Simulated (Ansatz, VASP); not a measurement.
# Cross-check of InAs between VASP and Ansatz, part 2 of 2

One calculation is typed for both programs; each brings its own data sets. How far apart do they land? The cell is taken from a series of runs on this material, whose earlier steps may have relaxed, scaled, displaced or heated it; both programs get it as it stands.

VASP 6.6.1 and Ansatz 0.2.0.

So far: The structure; VASP: zone-centre phonons, PBEsol, pair 1; Ansatz: zone-centre phonons, PBEsol, pair 1; Side by side.

## 5. Ansatz: zone-centre phonons, PBEsol, pair 2

Level of this step: Ansatz beside VASP: Kohn-Sham DFT, plane waves, PBEsol (Ansatz).

Second derivatives magnify differences that forces hide, and they need a tight electronic threshold. The cell compared in this pair holds 51.87 Å³, against 50.75 Å³ for the pair before.

The cell is taken from a series of runs on this material, whose earlier steps may have relaxed, scaled, displaced or heated it; both programs get it as it stands.

input.yaml reads:

```yaml
crystal:
  lattice:
    - [0.0, 2.960112622, 2.960112622]
    - [2.960112622, 0.0, 2.960112622]
    - [2.960112622, 2.960112622, 0.0]
  atoms:
    - { symbol: As, position: [0.75, 0.75, 0.75] }
    - { symbol: In, position: [0.0, 0.0, 0.0] }
kpoints:
  mp_grid: { grid: [12, 12, 12] }
hamiltonian:
  xc: pbesol
  pseudopotentials: { kind: paw, azcp: { folder: soft_1 }, xc_functional: pbe }
scf:
  occupations: { method: methfessel_paxton, width: 0.2 }
output:
  eigenvalues: true
phonons:
  method: dfpt
```

Command:

```sh
> ansatz run input.yaml --threads 4 --pin off --max-ram 10240MiB --backend cpu --events-out ev --progress --plain --runs-dir out
```

Numbers of over 12 decimals in the logs are rounded to 6 here.

What it wrote:

```text
[...]
Crystal: 2 atoms, lattice volume = 51.875 Å³
Basis set: ecut = 420 eV, 965 PW (Γ), exchange–correlation on 60×60×60 points (8 copies of the dense FFT grid, shifted against one another)
Bands: 18, of which v1, the nominal top of the filled ones, is band 14 counted from 1 (13 counted from 0)
Symmetry: 24 space group operations
k-points: 163 of 1728 (irreducible under 8 space group operations, time reversal used)
[...]
k-point 1: bands = [... 10 lower, -3.8363, 7.1804, 8.3047, 8.3047, 9.3757, 12.3423, 12.4467, 12.4467]
  k-point 2: bands = [... 10 lower, -3.5984, 5.8449, 8.0564, 8.0564, 9.7792, 12.7795, 12.7803, 12.7803]
  k-point 162: bands = [... 10 lower, -1.5413, 2.4105, 5.1468, 5.2125, 12.6379, 12.8611, 13.5071, 14.4193]
[...]
ASR residual: 2.879e-5 → 0.000e0 eV/Å²; symmetrization residual: 1.892e-5 eV/Å²
  ASR residual per site (eV/Å²): 1.56e-5 2.88e-5
  Γ frequencies (cm⁻¹): 0.00 0.00 0.00 232.48 232.48 232.48
[...]
[key lines of the parts left out:]
SCF converged after 9 iterations
Free energy (F): -10338.822583 eV
Fermi energy:    8.458732 eV
```

## 6. VASP: zone-centre phonons, PBEsol, pair 2

The same cell, functional, mesh and smearing now go to VASP, with its own data sets.

INCAR reads:

```
SYSTEM = InAs
PREC = Accurate
ENCUT = 500
EDIFF = 1E-08
NELM = 120
ISMEAR = 1
SIGMA = 0.2
LREAL = .FALSE.
ALGO = Normal
GGA = PS
NBANDS = 15
LORBIT = 11
LWAVE = .FALSE.
LCHARG = .FALSE.
ISIF = 2
IBRION = 8
LASPH = .TRUE.
GGA_COMPAT = .FALSE.
KPAR = 2
```

POSCAR reads:

```
InAs
1.0
    0.0000000000      2.9601126220      2.9601126220
    2.9601126220      0.0000000000      2.9601126220
    2.9601126220      2.9601126220      0.0000000000
As In
1 1
Direct
    0.7500000000      0.7500000000      0.7500000000
    0.0000000000      0.0000000000      0.0000000000
```

KPOINTS reads:

```
Automatic mesh
0
Gamma
12 12 12
0 0 0
```

PAW data sets: As and In_d (PBE family, release 64).

Command:

```sh
> mpirun -np 2 vasp_std
```

What it wrote:

```text
[banner, memory and clock lines left out]
running    2 mpi-ranks, on    1 nodes
[...]
[... a notice as in an earlier step ...]

 LDA part: xc-table for (Slater+PW92), standard interpolation
 POSCAR, INCAR and KPOINTS ok, starting setup
[...]
entering main loop
       N       E                     dE             d eps       ncg     rms          rms(c)
DAV:   1     0.112352839224E+03    0.11235E+03   -0.83496E+03  2174   0.129E+03
DAV:   2    -0.121806783710E+01   -0.11357E+03   -0.10904E+03  2370   0.301E+02
DAV:   3    -0.854818471849E+01   -0.73301E+01   -0.72917E+01  2776   0.779E+01
DAV:   4    -0.872810114151E+01   -0.17992E+00   -0.17988E+00  2684   0.135E+01
[...]
DAV:  15    -0.841285681423E+01   -0.37849E-07   -0.48682E-09  1955   0.138E-03    0.353E-04
DAV:  16    -0.841285683750E+01   -0.23271E-07   -0.75939E-10  1486   0.306E-04    0.158E-04
DAV:  17    -0.841285683862E+01   -0.11198E-08   -0.31017E-10  1346   0.179E-04
   1 F= -.84128568E+01 E0= -.84129682E+01  d E =0.334183E-03
[...]
RMM:   9    -0.454029860498E-01   -0.49897E-06    0.19908E-08 16491   0.413E-04    0.123E-04
RMM:  10    -0.454030613668E-01   -0.75317E-07   -0.23207E-08 17618   0.154E-04    0.841E-05
RMM:  11    -0.454030612249E-01    0.14188E-09   -0.42614E-08 16616   0.600E-05    0.156E-05
 first order change of Fermi-energy   0.29070E-03
 force on displaced ion       1 direction 1 :  -9.043  -0.000  -0.000
 Linear response progress:
  Degree of freedom:   2/  2
       N       E                     dE             d eps       ncg     rms          rms(c)
RMM:   1    -0.232748728028E+00   -0.23275E+00   -0.70044E-02 11333   0.502E+00
RMM:   2    -0.235384255830E+00   -0.26355E-02   -0.14849E-02 14261   0.110E+00    0.825E-02
RMM:   3    -0.235390473951E+00   -0.62181E-05   -0.17744E-03 15367   0.339E-01    0.421E-02
RMM:   4    -0.235217014692E+00    0.17346E-03   -0.17620E-04 15836   0.116E-01    0.215E-02
[...]
RMM:  14    -0.235196321484E+00   -0.10887E-07    0.25070E-09 16850   0.499E-05    0.480E-05
RMM:  15    -0.235196287303E+00    0.34181E-07    0.25729E-08 16039   0.395E-05    0.302E-06
RMM:  16    -0.235196289020E+00   -0.17165E-08    0.20368E-08 13251   0.320E-05    0.537E-06
 first order change of Fermi-energy  -0.36681E-04
 force on displaced ion       2 direction 1 :  -9.068   0.000   0.000
 Linear response finished
```

OUTCAR, selected parts (step 6):

```text
  Total        1.8724243      1.8724243      1.8724243      0.0000000      0.0000000     -0.0000000
  in kB       57.8309258     57.8309258     57.8309258      0.0000000      0.0000000     -0.0000000
  external PRESSURE =      57.8309258 kB  Pullay stress =       0.0000000 kB

 POSITION                                       TOTAL-FORCE (eV/Angst)
 -----------------------------------------------------------------------------------
      4.44017      4.44017      4.44017         0.000000      0.000000      0.000000
      0.00000      0.00000      0.00000        -0.000000      0.000000     -0.000000
 -----------------------------------------------------------------------------------
    total drift:                                0.000000      0.000000     -0.000000

[... 1 part as in an earlier step ...]

[... 1 further part left out ...]
```

## 7. Differences

What differs besides the data sets and the points named for the pairs above, as far as they apply: the data sets hold 28 valence electrons in Ansatz (on its PAW soft_1 files) and 18 in VASP. Total energies have different zeros and are not compared.

Both answers:

| quantity | Ansatz | VASP | difference |
| --- | --- | --- | --- |
| optical mode 1 to 3 (cm⁻¹) | 232.5 | 233.0 | -0.23 % |

Modes are paired by rising frequency, not by their patterns, so a pair may set unlike modes beside each other; they are those without the splitting of longitudinal modes.

## 8. Outcome

- r.m.s. difference of the optical zone-centre modes, each program's sorted by frequency (zone-centre phonons, PBEsol, pair 1): 0.53 cm⁻¹
- r.m.s. difference of the optical zone-centre modes, each program's sorted by frequency (zone-centre phonons, PBEsol, pair 2): 0.54 cm⁻¹

What this shows: The r.m.s. difference of the optical zone-centre modes, each program's sorted by frequency is 0.53 cm⁻¹ (zone-centre phonons, PBEsol, pair 1). The data sets hold unlike numbers of valence electrons (28 in Ansatz and 18 in VASP), so part of the differences comes from the potentials. Such differences can come from data sets, numerical settings and the points named under the comparisons, not from the functional's error against experiment.

[Lines on the potential files, build, host, timing and source positions are cut from VASP's logs without a mark.]

[Logs are printed without paths, hosts, clocks, repeated set-up lines and the standing remarks that a program may print on its own settings, such as how far it seeks lower states.]

[Hosts, paths, dates, database ids (printed as entryN), source tags and the programs' standing remarks are cut or masked in the printed files.]
